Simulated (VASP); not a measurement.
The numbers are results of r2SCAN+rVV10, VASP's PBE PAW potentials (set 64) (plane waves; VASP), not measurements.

The input files of a VASP run:

KPOINTS:
```
kpoints
0
gamma
16 16 9
```

KPOINTS_OPT:
```
k-points along high-symmetry lines
6
Line-mode
Reciprocal
  0.000000   0.000000   0.000000 ! GAMMA
 -0.000000   0.500000   0.000000 ! M

 -0.000000   0.500000   0.000000 ! M
 -0.333333   0.666667   0.000000 ! K

 -0.333333   0.666667   0.000000 ! K
  0.000000   0.000000   0.000000 ! GAMMA

  0.000000   0.000000   0.000000 ! GAMMA
  0.000000   0.000000   0.500000 ! A

  0.000000   0.000000   0.500000 ! A
 -0.000000   0.500000   0.500000 ! L

 -0.000000   0.500000   0.500000 ! L
 -0.333333   0.666667   0.500000 ! H

 -0.333333   0.666667   0.500000 ! H
  0.000000   0.000000   0.500000 ! A

 -0.000000   0.500000   0.500000 ! L
 -0.000000   0.500000   0.000000 ! M

 -0.333333   0.666667   0.500000 ! H
 -0.333333   0.666667   0.000000 ! K
```

POSCAR:
```
Ti
1
    1.4661835844    -2.5395045191     0.0000000000
    1.4661835844     2.5395045191     0.0000000000
    0.0000000000     0.0000000000     4.6264098904
Ti
2
Direct
  0.3333330000   0.6666670000   0.2500000000
  0.6666670000   0.3333330000   0.7500000000
```

**INCAR**
```
SYSTEM = Ti
PREC = Accurate
ENCUT = 520
EDIFF = 1E-7
NELM = 100
ALGO = Normal
LREAL = .FALSE.
LASPH = .TRUE.
ISMEAR = -5
METAGGA = R2SCAN
LUSE_VDW = .TRUE.
BPARAM = 11.95
CPARAM = 0.0093
LMIXTAU = .TRUE.
LMAXMIX = 4
LWAVE = .FALSE.
LCHARG = .FALSE.
LORBIT = 11
NEDOS = 601
ISIF = 2
```

POTCAR, in this order: Ti_sv (PBE.64 set). Program: vasp_std.

Output of the run:

OSZICAR:
```
       N       E                     dE             d eps       ncg     rms          rms(c)
DAV:   1     0.243593600082E+03    0.24359E+03   -0.13935E+04  4800   0.192E+03
DAV:   2    -0.265904086978E+01   -0.24625E+03   -0.24502E+03  5000   0.509E+02
DAV:   3    -0.326604821871E+02   -0.30001E+02   -0.29922E+02  9400   0.144E+02
DAV:   4    -0.340266755833E+02   -0.13662E+01   -0.13660E+01  5016   0.326E+01
DAV:   5    -0.341048865185E+02   -0.78211E-01   -0.78203E-01  7896   0.552E+00    0.147E+01
DAV:   6    -0.266293673904E+02    0.74755E+01   -0.21003E+01  5992   0.616E+01    0.198E+00
DAV:   7    -0.240666665105E+02    0.25627E+01   -0.31094E+00  7872   0.142E+01    0.248E+00
DAV:   8    -0.248870039217E+02   -0.82034E+00   -0.61729E-01  6376   0.516E+00    0.192E+00
DAV:   9    -0.254408336599E+02   -0.55383E+00   -0.72818E-01  4800   0.113E+01    0.183E+00
DAV:  10    -0.253492796403E+02    0.91554E-01   -0.25552E-01  5616   0.585E+00    0.360E-01
DAV:  11    -0.253543895308E+02   -0.51099E-02   -0.11518E-02  6808   0.940E-01    0.251E-01
DAV:  12    -0.253495365613E+02    0.48530E-02   -0.16774E-02  6584   0.124E+00    0.898E-02
DAV:  13    -0.253492511835E+02    0.28538E-03   -0.24325E-03  5616   0.541E-01    0.287E-02
DAV:  14    -0.253490060666E+02    0.24512E-03   -0.36084E-04  5808   0.194E-01    0.119E-02
DAV:  15    -0.253490692657E+02   -0.63199E-04   -0.14796E-04  5264   0.145E-01    0.792E-03
DAV:  16    -0.253490994195E+02   -0.30154E-04   -0.38120E-05  7216   0.554E-02    0.907E-03
DAV:  17    -0.253490999196E+02   -0.50009E-06   -0.75556E-07  4480   0.984E-03    0.742E-03
DAV:  18    -0.253490939129E+02    0.60067E-05   -0.24361E-06  5216   0.185E-02    0.281E-03
DAV:  19    -0.253490965478E+02   -0.26349E-05   -0.31102E-07  5440   0.510E-03    0.230E-03
DAV:  20    -0.253490950014E+02    0.15463E-05   -0.16098E-07  3584   0.460E-03    0.178E-03
DAV:  21    -0.253490952774E+02   -0.27596E-06   -0.11105E-07  2840   0.343E-03    0.112E-03
DAV:  22    -0.253490947967E+02    0.48064E-06   -0.65807E-08  2816   0.256E-03    0.487E-04
DAV:  23    -0.253490948586E+02   -0.61812E-07   -0.19007E-08  2664   0.146E-03
   1 F= -.25349095E+02 E0= -.25349095E+02  d E =0.000000E+00
       N       E                     dE             ncg
```

**OUTCAR**
```
------------------------ aborting loop because EDIFF is reached ----------------------------------------
  FORCE on cell =-STRESS in cart. coord.  units (eV):
  Direction    XX          YY          ZZ          XY          YZ          ZX
  --------------------------------------------------------------------------------------
  Total       -0.0247998     -0.0247998      0.0409678      0.0000000      0.0000000      0.0000000
  in kB       -1.1533128     -1.1533129      1.9052037      0.0000000      0.0000000      0.0000000
  external PRESSURE =      -0.1338074 kB  Pullay stress =       0.0000000 kB
  volume of cell :       34.45
      direct lattice vectors                 reciprocal lattice vectors
     1.466183584 -2.539504519  0.000000000     0.341021415 -0.196888801  0.000000000
     1.466183584  2.539504519  0.000000000     0.341021415  0.196888801  0.000000000
     0.000000000  0.000000000  4.626409890     0.000000000  0.000000000  0.216150325
 POSITION                                       TOTAL-FORCE (eV/Angst)
 -----------------------------------------------------------------------------------
      1.46618      0.84650      1.15660         0.000000     -0.000000      0.000000
      1.46618     -0.84650      3.46981         0.000000      0.000000      0.000000
 -----------------------------------------------------------------------------------
    total drift:                                0.000184      0.001061     -0.000018
  FREE ENERGIE OF THE ION-ELECTRON SYSTEM (eV)
  ---------------------------------------------------
  free  energy   TOTEN  =       -25.3490948586 eV

  energy  without entropy=      -25.3490948586  energy(sigma->0) =      -25.34909486

 total charge

# of ion       s       p       d       tot
------------------------------------------
    1        2.250   6.140   1.833  10.223
    2        2.250   6.140   1.833  10.223
--------------------------------------------------
tot          4.499  12.280   3.666  20.446
```
(Selected blocks of OUTCAR.)

For a metal the tetrahedron method with Blöchl corrections gives inexact stress and forces.

The compound is Ti in the hcp structure. It was relaxed first.
